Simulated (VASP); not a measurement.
Method: PBE GGA, VASP's PBE PAW potentials (set 64) (plane waves; VASP 6.6.1).

Gaps are without spin-orbit coupling.

Question: Order these relaxed crystals by band gap, smallest first: BN, F-43m (216); GaAs, F-43m (216); C, Fd-3m (227); Bi2Te3, R-3m (166).

Answer: GaAs, F-43m (216) (0.18 eV), Bi2Te3, R-3m (166) (0.49 eV), C, Fd-3m (227) (4.12 eV), BN, F-43m (216) (4.45 eV)
